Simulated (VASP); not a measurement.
```yaml
crystal:
  lattice:
    - [-1.78610, 1.78610, 6.04684]
    - [1.78610, -1.78610, 6.04684]
    - [1.78610, 1.78610, -6.04684]
  atoms:
    - { symbol: Ru, position: [0.75000, 0.75000, 0.00000] }
    - { symbol: Ru, position: [0.50000, 0.00000, 0.50000] }
    - { symbol: Te, position: [0.16600, 0.16600, 0.00000] }
    - { symbol: Te, position: [0.91600, 0.41600, 0.50000] }
```

The base run (VASP): PBE GGA, plane waves, VASP's PBE PAW potentials (set 64). Run with 400 eV cut-off, 8×8×8 Γ-centred mesh, Gaussian smearing of 0.050 eV, potentials Ru_pv Te.

One setting is varied; ΔE counts from the base run. The base run took about 7 core-minutes. The timings are rough (shared machines, no repeats); factors under 2 mean little.

The base run's pressure lies -0.34 GPa from that at 475 eV (Pulay error).

| setting | cost over the base run | electronic steps | ΔE (meV/atom) | pressure (GPa) |
|---|---|---|---|---|
| KPOINTS 2×2×2 Monkhorst-Pack mesh | about 1/10 | 12 | 154.8 | 2.55 |
| KPOINTS 3×3×3 Monkhorst-Pack mesh | about 1/5 | 21 | -53.0 | 2.15 |
| KPOINTS 6×6×6 Monkhorst-Pack mesh | about 1/2 | 16 | 0.9 | 2.53 |
| base run | reference | 16 | 0.0 | 2.52 |

Left out are runs that failed, have no time on record or changed the cell.

The structure was generated: TeRu was put into the NbAs type (I4_1md), which need not be its known phase. The cell was not relaxed at this level.
